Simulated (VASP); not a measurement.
Output of a VASP run:

File OUTCAR:
```
 ion  position               nearest neighbor table
   1  0.237  0.237  0.237-   2 3.06   2 3.06   2 3.06   2 3.41   2 3.41   2 3.41
   2  0.763  0.763  0.763-   1 3.06   1 3.06   1 3.06   1 3.41   1 3.41   1 3.41
  LATTYP: Found a trigonal (rhomboedric) cell.
 ALAT       =     4.6272699462
 COS(alpha) =     0.5283518720
 Subroutine PRICEL returns:
 Original cell was already a primitive cell.
 Subroutine GETGRP returns: Found 12 space group operations
The static configuration has the point symmetry D_3d.
The dynamic configuration has the point symmetry D_3d.
 Subroutine INISYM returns: Found 12 space group operations
 Subroutine IBZKPT returns following result:
 Found     85 irreducible k-points:

 Following reciprocal coordinates:
            Coordinates               Weight
  0.000000  0.000000  0.000000      1.000000
  0.111111 -0.000000 -0.000000      6.000000
  0.222222 -0.000000  0.000000      6.000000
  0.333333 -0.000000 -0.000000      6.000000
  0.444444 -0.000000  0.000000      6.000000
  0.111111  0.111111 -0.000000      6.000000
  0.222222  0.111111  0.000000     12.000000
  0.333333  0.111111 -0.000000     12.000000
  0.444444  0.111111 -0.000000     12.000000
 -0.444444  0.111111  0.000000     12.000000
 -0.333333  0.111111  0.000000     12.000000
 -0.222222  0.111111  0.000000     12.000000
 -0.111111  0.111111  0.000000      6.000000
  0.222222  0.222222  0.000000      6.000000
  0.333333  0.222222 -0.000000     12.000000
  0.444444  0.222222 -0.000000     12.000000
 -0.444444  0.222222  0.000000     12.000000
 -0.333333  0.222222  0.000000     12.000000
 -0.222222  0.222222  0.000000      6.000000
  0.333333  0.333333 -0.000000      6.000000
  0.444444  0.333333 -0.000000     12.000000
 -0.444444  0.333333  0.000000     12.000000
 -0.333333  0.333333  0.000000      6.000000
  0.444444  0.444444  0.000000      6.000000
 -0.444444  0.444444  0.000000      6.000000
  0.111111  0.111111  0.111111      2.000000
  0.222222  0.111111  0.111111      6.000000
  0.333333  0.111111  0.111111      6.000000
  0.444444  0.111111  0.111111      6.000000
 -0.444444  0.111111  0.111111      6.000000
 -0.333333  0.111111  0.111111      6.000000
 -0.222222  0.111111  0.111111      6.000000
 -0.111111  0.111111  0.111111      6.000000
  0.222222  0.222222  0.111111      6.000000
  0.333333  0.222222  0.111111     12.000000
  0.444444  0.222222  0.111111     12.000000
 -0.444444  0.222222  0.111111     12.000000
 -0.333333  0.222222  0.111111     12.000000
 -0.222222  0.222222  0.111111     12.000000
 -0.111111  0.222222  0.111111     12.000000
   k-points           NKPTS =     85   k-points in BZ     NKDIM =     85   number of bands    NBANDS=     19
   number of dos      NEDOS =    301   number of ions     NIONS =      2
   total plane-waves  NPLWV =  27000
   dimension x,y,z NGX =    30 NGY =   30 NGZ =   30
   dimension x,y,z NGXF=    60 NGYF=   60 NGZF=   60
   ions per type =               2
   PREC   = accura    normal or accurate (medium, high low for compatibility)
   ISTART =      0    job   : 0-new  1-cont  2-samecut
   ICHARG =      2    charge: 1-file 2-atom 10-const
   ISPIN  =      1    spin polarized calculation?
   LNONCOLLINEAR =      F non collinear calculations
   LSORBIT =      F    spin-orbit coupling
   INIWAV =      1    electr: 0-lowe 1-rand  2-diag
   ENCUT  =  400.0 eV  29.40 Ry    5.42 a.u.   7.55  7.55  7.55*2*pi/ulx,y,z
   NELM   =    100;   NELMIN=  2; NELMDL= -5     # of ELM steps
   EDIFF  = 0.1E-07   stopping-criterion for ELM
   LREAL  =      F    real-space projection
   NLSPLINE    = F    spline interpolate recip. space projectors
   LMAXMIX     =    4 max onsite mixed and CHGCAR
   VOSKOWN=      0    Vosko Wilk Nusair interpolation
   EDIFFG = -.1E-02   stopping-criterion for IOM
   NSW    =     30    number of steps for IOM
   NBLOCK =      1;   KBLOCK =     30    inner block; outer block
...
```

**OSZICAR**
```
       N       E                     dE             d eps       ncg     rms          rms(c)
DAV:   1     0.279436746024E+03    0.27944E+03   -0.14631E+04  3238   0.164E+03
DAV:   2     0.136294878339E+02   -0.26581E+03   -0.26166E+03  3257   0.429E+02
DAV:   3    -0.838092156901E+01   -0.22010E+02   -0.21652E+02  3758   0.149E+02
DAV:   4    -0.911738942155E+01   -0.73647E+00   -0.73481E+00  3605   0.301E+01
DAV:   5    -0.915487782502E+01   -0.37488E-01   -0.37486E-01  4344   0.594E+00    0.106E+00
DAV:   6    -0.914014520191E+01    0.14733E-01   -0.20287E-02  3889   0.165E+00    0.614E-01
DAV:   7    -0.913333420167E+01    0.68110E-02   -0.13687E-02  3859   0.143E+00    0.106E-01
DAV:   8    -0.913325319289E+01    0.81009E-04   -0.14842E-03  3433   0.525E-01    0.158E-02
DAV:   9    -0.913325479085E+01   -0.15980E-05   -0.80715E-05  4391   0.101E-01    0.908E-03
DAV:  10    -0.913325450831E+01    0.28255E-06   -0.54268E-06  4060   0.243E-02    0.148E-03
DAV:  11    -0.913325454147E+01   -0.33158E-07   -0.32902E-07  3793   0.479E-03    0.624E-04
DAV:  12    -0.913325454468E+01   -0.32092E-08   -0.40960E-08  3046   0.262E-03
   1 F= -.91332545E+01 E0= -.91332480E+01  d E =-.913325E+01
       N       E                     dE             d eps       ncg     rms          rms(c)
DAV:   1    -0.913325470786E+01   -0.16639E-06   -0.99108E-04  3560   0.210E-01    0.191E-03
DAV:   2    -0.913325689776E+01   -0.21899E-05   -0.22452E-05  4729   0.466E-02    0.620E-04
DAV:   3    -0.913325691391E+01   -0.16147E-07   -0.18660E-07  3615   0.421E-03    0.429E-04
DAV:   4    -0.913325691321E+01    0.69758E-09   -0.12751E-08  1792   0.115E-03
   2 F= -.91332569E+01 E0= -.91332510E+01  d E =-.236853E-05
       N       E                     dE             d eps       ncg     rms          rms(c)
DAV:   1    -0.913325364903E+01    0.32649E-05   -0.21756E-03  3560   0.311E-01    0.282E-03
DAV:   2    -0.913325846687E+01   -0.48178E-05   -0.49541E-05  4723   0.693E-02    0.957E-04
DAV:   3    -0.913325850409E+01   -0.37227E-07   -0.40891E-07  3658   0.619E-03    0.663E-04
DAV:   4    -0.913325850288E+01    0.12137E-08   -0.29461E-08  2311   0.161E-03
   3 F= -.91332585E+01 E0= -.91332534E+01  d E =-.158967E-05
```

OUTCAR:
```
------------------------ aborting loop because EDIFF is reached ----------------------------------------
  FORCE on cell =-STRESS in cart. coord.  units (eV):
  Direction    XX          YY          ZZ          XY          YZ          ZX
  --------------------------------------------------------------------------------------
  Total       -0.0048884      0.0115811      0.0097631      0.0000000      0.0000000     -0.0054719
  in kB       -0.1168686      0.2768742      0.2334105      0.0000000      0.0000000     -0.1308188
  external PRESSURE =       0.1311387 kB  Pullay stress =       0.0000000 kB
  volume of cell :       67.02
      direct lattice vectors                 reciprocal lattice vectors
     4.044961615 -2.247081633 -0.023169450     0.123069374 -0.222510830 -0.094482492
     4.044961615  2.247081633 -0.023169450     0.123069374  0.222510830 -0.094482492
     2.817805158  0.000000000  3.670368002     0.001553768  0.000000000  0.271259390
 POSITION                                       TOTAL-FORCE (eV/Angst)
 -----------------------------------------------------------------------------------
      2.58787      0.00000      0.85981         0.000241      0.000000      0.000080
      8.31986      0.00000      2.76422        -0.000241      0.000000     -0.000080
 -----------------------------------------------------------------------------------
    total drift:                                0.000000      0.000000      0.000000
  FREE ENERGIE OF THE ION-ELECTRON SYSTEM (eV)
  ---------------------------------------------------
  free  energy   TOTEN  =        -9.1332585029 eV

  energy  without entropy=       -9.1332433142  energy(sigma->0) =       -9.13325344

 reached required accuracy - stopping structural energy minimisation
```
(Selected blocks of OUTCAR.)

### POSCAR
```
Bi
1
    4.0449616149    -2.2470816330    -0.0231694495
    4.0449616149     2.2470816330    -0.0231694495
    2.8178051582     0.0000000000     3.6703680024
Bi
2
Direct
  0.2371943245   0.2371943245   0.2371943245
  0.7628056755   0.7628056755   0.7628056755
```

### Question
Write an INCAR and KPOINTS that could have produced this output.

### Answer
Several could match; the one computed here: the input of the run itself, LDA (Ceperley-Alder, Perdew-Zunger), plane waves, VASP's LDA PAW potentials (set 64).

**KPOINTS**
```
Regular mesh
0
gamma
9 9 9
```

### INCAR
```
SYSTEM = Bi
PREC = Accurate
ENCUT = 400
EDIFF = 1E-8
NELM = 100
ALGO = Normal
LREAL = .FALSE.
LASPH = .TRUE.
ISMEAR = 1
SIGMA = 0.1
LMAXMIX = 4
LWAVE = .FALSE.
LCHARG = .FALSE.
IBRION = 1
ISIF = 2
NSW = 30
EDIFFG = -0.001
```

POTCAR, in this order: Bi_d (LDA.64 set). Program: vasp_std.

The compound is Bi in the a7 structure. This run relaxes the ions in a fixed cell. Symmetry was kept, so distortions that lower it aren't found. The start is the result of an earlier pass.
